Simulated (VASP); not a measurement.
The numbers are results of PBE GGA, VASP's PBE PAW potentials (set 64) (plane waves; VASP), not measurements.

VASP ran on this input.

### KPOINTS
```
Automatic
0
gamma
 7 7 7
0 0 0
```

**INCAR**
```
ALGO  =  Normal
EDIFF  =  1E-7
ENCUT  =  520
GGA  =  PE
ISIF  =  2
ISMEAR  =  0
LASPH  =  .True.
LCHARG  =  .False.
LREAL  =  .False.
LWAVE  =  .False.
NELM  =  100
PREC  =  Accurate
SIGMA  =  0.05
SYSTEM  =  KCl
```

POSCAR:
```
KCl
1
    0.0000000000     3.1587863339     3.1587863339
    3.1587863339     0.0000000000     3.1587863339
    3.1587863339     3.1587863339     0.0000000000
K Cl
1 1
Direct
  0.0000000000   0.0000000000   0.0000000000
  0.5000000000   0.5000000000   0.5000000000
```

POTCAR, in this order: K_sv Cl (PBE.64 set). Program: vasp_std.

The run wrote:

### OSZICAR
```
       N       E                     dE             d eps       ncg     rms          rms(c)
DAV:   1     0.107754654987E+03    0.10775E+03   -0.73930E+03   480   0.121E+03
DAV:   2    -0.149635997588E+01   -0.10925E+03   -0.10270E+03   664   0.279E+02
DAV:   3    -0.692877956662E+01   -0.54324E+01   -0.54056E+01   608   0.577E+01
DAV:   4    -0.710038679774E+01   -0.17161E+00   -0.17145E+00   836   0.915E+00
DAV:   5    -0.710173121636E+01   -0.13444E-02   -0.13443E-02   624   0.823E-01    0.327E+00
DAV:   6    -0.680842902016E+01    0.29330E+00   -0.55735E-01   576   0.407E+00    0.269E+00
DAV:   7    -0.679291927991E+01    0.15510E-01   -0.13635E-01   604   0.224E+00    0.156E+00
DAV:   8    -0.680560911498E+01   -0.12690E-01   -0.20905E-02   652   0.124E+00    0.185E-01
DAV:   9    -0.680642130752E+01   -0.81219E-03   -0.12865E-03   644   0.246E-01    0.104E-01
DAV:  10    -0.680711983139E+01   -0.69852E-03   -0.70113E-04   544   0.211E-01    0.116E-02
DAV:  11    -0.680713109094E+01   -0.11260E-04   -0.18055E-05   676   0.317E-02    0.573E-03
DAV:  12    -0.680713476713E+01   -0.36762E-05   -0.51825E-06   572   0.179E-02    0.268E-03
DAV:  13    -0.680713485807E+01   -0.90933E-07   -0.52760E-07   648   0.565E-03
   1 F= -.68071349E+01 E0= -.68071349E+01  d E =-.436478E-14
```

### OUTCAR
```
------------------------ aborting loop because EDIFF is reached ----------------------------------------
  FORCE on cell =-STRESS in cart. coord.  units (eV):
  Direction    XX          YY          ZZ          XY          YZ          ZX
  --------------------------------------------------------------------------------------
  Total        0.2170198      0.2170198      0.2170198      0.0000000      0.0000000      0.0000000
  in kB        5.5159363      5.5159363      5.5159363      0.0000000      0.0000000      0.0000000
  external PRESSURE =       5.5159363 kB  Pullay stress =       0.0000000 kB
  volume of cell :       63.04
      direct lattice vectors                 reciprocal lattice vectors
     0.000000000  3.158786334  3.158786334    -0.158288642  0.158288642  0.158288642
     3.158786334  0.000000000  3.158786334     0.158288642 -0.158288642  0.158288642
     3.158786334  3.158786334  0.000000000     0.158288642  0.158288642 -0.158288642
  FREE ENERGIE OF THE ION-ELECTRON SYSTEM (eV)
  ---------------------------------------------------
  free  energy   TOTEN  =        -6.8071348581 eV

  energy  without entropy=       -6.8071348581  energy(sigma->0) =       -6.80713486
```
(Selected blocks of OUTCAR.)

The compound is KCl in the rock salt structure. This cell is one point of a volume scan, at 0.97 of the reference volume.
